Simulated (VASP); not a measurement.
## BiB in VASP 6.6.1, relaxation

INCAR

```
LCHARG = .FALSE.
LREAL = .FALSE.
NBANDS = 16
GGA = CA
NELM = 120
ISIF = 3
LWAVE = .FALSE.
ISYM = 1
ENCUT = 600
EDIFF = 1E-7
PREC = Accurate
LASPH = .TRUE.
EDIFFG = -5E-3
IBRION = 2
NSW = 40
SIGMA = 0.02
ISMEAR = -1
```

KPOINTS

```
KPOINTS created by Atomic Simulation Environment
0
Gamma
8 8 8
0 0 0
```

POSCAR

```
B  Bi
 1.0000000000000000
     0.0000000000000000    2.7600269848436847    2.7600269848436843
     2.7600269848436843    0.0000000000000000    2.7600269848436843
     2.7600269848436843    2.7600269848436847    0.0000000000000000
 B   Bi
   1   1
Cartesian
  0.0000000000000000  0.0000000000000000  0.0000000000000000
  1.3800134924218421  1.3800134924218423  1.3800134924218421
```

The recommended LDA PAW datasets give the neutral cell 18 valence electrons.

Command

```
mpirun -np 1 vasp_std
```

Question: How does this run end, and what does it give?

Answer: It converged. Results: relaxed cell vector lengths 3.827, 3.827, 3.827 Å; relaxed cell volume 39.64 Å³.

OSZICAR

```
N       E                     dE             d eps       ncg     rms          rms(c)
DAV:   1     0.135380672695E+03    0.13538E+03   -0.10667E+04   928   0.146E+03
DAV:   2    -0.183245384238E+01   -0.13721E+03   -0.13251E+03   992   0.361E+02
DAV:   3    -0.109003472298E+02   -0.90679E+01   -0.90250E+01  1192   0.881E+01
DAV:   4    -0.111070256048E+02   -0.20668E+00   -0.20662E+00  1152   0.144E+01
DAV:   5    -0.111141413512E+02   -0.71157E-02   -0.71157E-02  1336   0.238E+00    0.367E+00
DAV:   6    -0.104297129580E+02    0.68443E+00   -0.13863E+00  1280   0.801E+00    0.129E+00
DAV:   7    -0.104024836616E+02    0.27229E-01   -0.16237E-01  1080   0.198E+00    0.666E-01
DAV:   8    -0.103933907356E+02    0.90929E-02   -0.19756E-02  1296   0.126E+00    0.103E-01
DAV:   9    -0.103930068089E+02    0.38393E-03   -0.20800E-03  1216   0.482E-01    0.455E-02
DAV:  10    -0.103930164401E+02   -0.96312E-05   -0.25005E-04  1216   0.150E-01    0.185E-02
...
       N       E                     dE             d eps       ncg     rms          rms(c)
DAV:   1    -0.105754098997E+02   -0.15519E+00   -0.35851E+00  1240   0.327E+01    0.197E+00
DAV:   2    -0.104518008185E+02    0.12361E+00   -0.21037E-01  1112   0.803E+00    0.819E-01
DAV:   3    -0.104288193687E+02    0.22981E-01   -0.84076E-02  1360   0.456E+00    0.815E-02
DAV:   4    -0.104289039407E+02   -0.84572E-04   -0.22322E-03  1056   0.423E-01    0.557E-02
DAV:   5    -0.104289731203E+02   -0.69180E-04   -0.54328E-04  1264   0.243E-01    0.218E-02
DAV:   6    -0.104289600353E+02    0.13085E-04   -0.46346E-05  1168   0.101E-01    0.102E-02
DAV:   7    -0.104289557520E+02    0.42832E-05   -0.20902E-05  1064   0.287E-02    0.114E-03
DAV:   8    -0.104289557966E+02   -0.44583E-07   -0.92303E-07  1104   0.811E-03
   3 F= -.10428956E+02 E0= -.10428956E+02  d E =-.359393E-01
```

```csv
ionic step,ΔE (meV/atom),volume (Å³),largest force (eV/Å),pressure (GPa),electronic steps
1,0.0,42.05,0.000,-4.52,13
2,-13.6,38.54,0.000,2.62,10
3,-18.0,39.64,0.000,-0.01,8
```

For comparison, a separate LDA relaxation on usual settings, not on those above, ends at 39.64 Å³.
